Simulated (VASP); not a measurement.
Data:

```cif
data_Pt4
_chemical_formula_sum 'Pt4'
_space_group_name_H-M_alt 'Fm-3m'
_space_group_IT_number 225
_space_group_name_Hall '-F 4 2 3'
_cell_length_a 3.91523
_cell_length_b 3.91523
_cell_length_c 3.91523
_cell_angle_alpha 90.000
_cell_angle_beta 90.000
_cell_angle_gamma 90.000
loop_
_atom_site_label
_atom_site_type_symbol
_atom_site_symmetry_multiplicity
_atom_site_Wyckoff_symbol
_atom_site_fract_x
_atom_site_fract_y
_atom_site_fract_z
_atom_site_occupancy
Pt1 Pt 4 a 0.00000 0.00000 0.00000 1
```
(The calculation used a cell of 1 atom; values per cell refer to that cell.)

All values below come from PBEsol GGA, VASP's PBE PAW potentials (set 64) (plane waves; VASP). Settings: 480 eV cut-off, 14×14×14 Γ-centred mesh, first-order Methfessel-Paxton smearing of 0.10 eV, potentials Pt.

Each relaxation starts from this cell; other phases were not tried.

Problem. The cell is relaxed at 20 GPa. What happens?

Solution. The volume per atom goes from 15.00 to 14.15 Å³ (-5.7 %), and the cell becomes a = 3.839 Å, b = 3.839 Å, c = 3.839 Å, α = 90.00°, β = 90.00°, γ = 90.00°, space group Fm-3m.

Problem. The cell is relaxed at 30 GPa. What happens?

Solution. The volume per atom goes from 15.00 to 13.81 Å³ (-7.9 %), and the cell becomes a = b = c = 3.809 Å, α = β = γ = 90.00°, space group Fm-3m.

Failed runs are left out, and for metals the shear rows, which the mesh's noise covers.

The compound is Pt in the fcc structure.
